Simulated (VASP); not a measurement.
All values below come from PBEsol GGA, VASP's PBE PAW potentials (set 64) (plane waves; VASP 6.6.1).

Input for VASP

POSCAR:
```
RuSb
1
    0.0000000000     2.6528762332     2.6528762332
    2.6528762332    -0.0000000000     2.6528762332
    2.6528762332     2.6528762332    -0.0000000000
Ru Sb
1 1
Direct
  0.0000000000   0.0000000000   0.0000000000
  0.5000000000   0.5000000000   0.5000000000
```

### INCAR
```
SYSTEM = RuSb
ALGO = Normal   # blocked Davidson
SIGMA = 0.05   # width (eV)
LCHARG = .FALSE.
LWAVE = .FALSE.
LREAL = .FALSE.
ISMEAR = 0   # Gaussian
GGA = PS   # PBEsol
ICHARG = 11
PREC = Accurate
ENCUT = 400   # plane-wave cut-off (eV)
LORBIT = 11
LMAXMIX = 4   # l cut-off of mixed one-centre charges
NELM = 100   # most electronic steps
LASPH = .TRUE.
EDIFF = 1E-7   # SCF stop (eV)
```

### KPOINTS
```
k-points along high-symmetry lines
15
Line-mode
Reciprocal
  0.000000   0.000000   0.000000 ! GAMMA
  0.500000   0.000000   0.500000 ! X

  0.500000   0.000000   0.500000 ! X
  0.625000   0.250000   0.625000 ! U

  0.375000   0.375000   0.750000 ! K
  0.000000   0.000000   0.000000 ! GAMMA

  0.000000   0.000000   0.000000 ! GAMMA
  0.500000   0.500000   0.500000 ! L

  0.500000   0.500000   0.500000 ! L
  0.500000   0.250000   0.750000 ! W

  0.500000   0.250000   0.750000 ! W
  0.500000   0.000000   0.500000 ! X
```

POTCAR, in this order: Ru_pv Sb (PBE.64 set). Program: vasp_std. Read from the step before: CHGCAR.

Output of the run:

**OSZICAR**
```
       N       E                     dE             d eps       ncg     rms          rms(c)
DAV:   1     0.100198428574E+03    0.10020E+03   -0.90074E+03  2732   0.106E+03
DAV:   2    -0.999975255290E+01   -0.11020E+03   -0.10719E+03  2820   0.293E+02
DAV:   3    -0.121697734248E+02   -0.21700E+01   -0.21319E+01  2675   0.445E+01
DAV:   4    -0.122040105265E+02   -0.34237E-01   -0.34219E-01  3172   0.566E+00
DAV:   5    -0.122045405119E+02   -0.52999E-03   -0.52993E-03  2738   0.608E-01
DAV:   6    -0.122045629597E+02   -0.22448E-04   -0.22449E-04  3415   0.983E-02
DAV:   7    -0.122045631881E+02   -0.22836E-06   -0.22815E-06  2443   0.790E-03
DAV:   8    -0.122045631989E+02   -0.10873E-07   -0.10721E-07  1916   0.125E-03
   1 F= -.12204563E+02 E0= -.12202317E+02  d E =-.449170E-02
```

### OUTCAR
```
 val. band max:       10.3322126855   @ k =   0.5000   0.3750   0.6250

 cond. band min:      10.3396820685   @ k =   0.5804   0.1607   0.5804



 k-point     1 :       0.0000    0.0000    0.0000
  band No.  band energies     occupation
      1     -31.3648      2.00000
      2     -31.3648      2.00000
      3     -31.3648      2.00000
      4      -1.8304      2.00000
      5       8.5852      2.00000
      6       8.5852      2.00000
      7       8.5852      2.00000
      8       8.8433      2.00000
      9       8.8433      2.00000
     10      12.4546      0.00000
     11      12.4546      0.00000
     12      12.4546      0.00000
     13      18.3508      0.00000

 k-point     2 :       0.0357    0.0000    0.0357
  band No.  band energies     occupation
      1     -31.3656      2.00000
      2     -31.3655      2.00000
      3     -31.3655      2.00000
      4      -1.8024      2.00000
      5       8.5673      2.00000
      6       8.5749      2.00000
      7       8.5749      2.00000
      8       8.7261      2.00000
      9       8.8494      2.00000
     10      12.4633      0.00000
     11      12.4633      0.00000
     12      12.5041      0.00000
     13      18.3654      0.00000

 k-point     3 :       0.0714    0.0000    0.0714
  band No.  band energies     occupation
      1     -31.3665      2.00000
      2     -31.3661      2.00000
      3     -31.3661      2.00000
      4      -1.7188      2.00000
      5       8.4117      2.00000
      6       8.5152      2.00000
      7       8.5470      2.00000
      8       8.5470      2.00000
      9       8.8677      2.00000
     10      12.4827      0.00000
     11      12.4827      0.00000
     12      12.6288      0.00000
     13      18.4067      0.00000

 k-point     4 :       0.1071    0.0000    0.1071
  band No.  band energies     occupation
      1     -31.3676      2.00000
      2     -31.3668      2.00000
      3     -31.3668      2.00000
      4      -1.5823      2.00000
...
```

The density is held fixed in this step, so its total energy and stress have no physical meaning. Unless said otherwise, spin-orbit coupling is left out, though it shifts the bands of the heavy elements here.

The structure was generated: RuSb was put into the rock salt type (Fm-3m), which need not be its known phase. It was relaxed first, which changed the volume by -36 %. The electron count is odd and the run is not spin-polarised, which forces a metal.
